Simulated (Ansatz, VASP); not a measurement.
B4MoRu: VASP beside Ansatz

```
B Mo Ru
1.0
     4.16609    0.00000    0.00000
     0.00000    4.16609    0.00000
     0.00000    0.00000    4.16609
B Mo Ru
4 1 1
Direct
  0.71404 0.71404 0.71404
  0.28596 0.28596 0.71404
  0.28596 0.71404 0.28596
  0.71404 0.28596 0.28596
  0.00000 0.00000 0.00000
  0.50000 0.50000 0.50000
```

Alike in both runs: task single point; functional PBE; k mesh 4 × 4 × 4; occupations gaussian, width 0.1 eV; no spin polarisation.

```csv
,VASP,Ansatz
version,VASP 6.6.1,Ansatz 0.2.0
potentials or method,"VASP PAW PBE potentials, release 64 (B, Mo_sv, Ru_pv)","scalar-relativistic, plane waves, PAW"
plane-wave cutoff (eV),520,420
valence electrons in the cell,40,42
```

VASP gave:

| Item | Value |
| --- | --- |
| gap on the k mesh at the Fermi level (eV) | none |
| rms of the force components (eV/Å) | 8.595 |

**Question.** What did Ansatz give for the same quantities?

**Answer.** gap on the k mesh at the Fermi level (eV): none; rms of the force components (eV/Å): 8.414.

Atom by atom the forces differ by 0.181 eV/Å (rms over components). A gap of «none» marks a metal or a gap that the smearing closes. With one functional, cell and mesh, what is left measures potentials, basis and numerics. The two sets of potentials don't hold the same shells in valence.

Caveats: the k mesh is coarse (spacing up to 0.38 Å⁻¹), so the values aren't converged; forces of over 1 eV/Å show positions far from the minimum, so gaps and moduli don't describe the material at rest.
